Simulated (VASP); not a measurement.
Here is the system:

```
Cs
1.0
   -3.05000     3.05000     3.05000
    3.05000    -3.05000     3.05000
    3.05000     3.05000    -3.05000
Cs
1
Direct
  0.00000   0.00000   0.00000
```

These are RPBE GGA, VASP's PBE PAW potentials (set 64) (plane waves; VASP) values and carry that method's errors. Numerical set-up: 520 eV cut-off, 8×8×8 Γ-centred mesh, first-order Methfessel-Paxton smearing of 0.10 eV, potentials Cs_sv.

Energy and stress use the plane-wave basis of the starting cell.

The ions, cell shape and volume are relaxed. Which structure does the run end with?

```
Cs
1.0
   -3.20196     3.20196     3.20196
    3.20196    -3.20196     3.20196
    3.20196     3.20196    -3.20196
Cs
1
Cartesian
  3.20196   3.20196   3.20196
```
Space group Im-3m (229), at a tolerance of 0.03 Å.

How do energy and volume change from the first to the last step?

The energy (σ→0) changes by -16.2 meV/atom and the volume by +15.7 %, in 4 ionic steps.

```tsv
step	E(σ→0) (eV)	max force (eV/Å)	pressure (GPa)	volume (Å³)
1	-0.7147	0.000	0.32	113.49
2	-0.7211	0.000	0.24	117.24
3	-0.7306	0.000	0.03	128.97
4	-0.7309	0.000	0.01	131.31
```

The compound is Cs in the bcc structure. This run relaxes it. Symmetry was kept, so distortions that lower it aren't found.
